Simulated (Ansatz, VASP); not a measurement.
# Os4F in VASP and in Ansatz

```
CELL_PARAMETERS angstrom
2.68863 0.00000 0.00000
0.00000 3.80230 0.00000
0.00000 0.00000 20.84911
ATOMIC_POSITIONS crystal
Os 0.50000 0.50000 0.19185
Os 0.00000 0.00000 0.25633
Os 0.50000 0.50000 0.32102
Os 0.00000 0.00000 0.37647
F 0.12500 0.12500 0.45945
```

Alike in both runs: task single point; functional LDA; k mesh 10 × 7 × 1; occupations gaussian, width 0.1 eV; no spin polarisation.

```csv
,VASP,Ansatz
version,VASP 6.6.1,Ansatz 0.2.0
potentials or method,"VASP PAW LDA potentials, release 64 (Os, F)","scalar-relativistic, plane waves, PAW"
plane-wave cutoff (eV),520,420
valence electrons in the cell,39,71
```

```tsv
	VASP	Ansatz	Ansatz less VASP
gap on the k mesh at the Fermi level (eV)	none	none	-
rms of the force components (eV/Å)	1.046	0.997	-0.0486
work function, face that differs most (eV)	7.20	7.12	-0.082
```

Atom by atom the forces differ by 0.160 eV/Å (rms over components). A gap of «none» marks a metal or a gap that the smearing closes. The two sets of potentials don't hold the same shells in valence. Ansatz warned: «xc_potential_rough_in_thin_density».

Caveats: an odd number of electrons without spin polarisation forces a metal; a magnetic or distorted state may lie lower. Spin-orbit coupling is left out, which matters for the levels of Os.
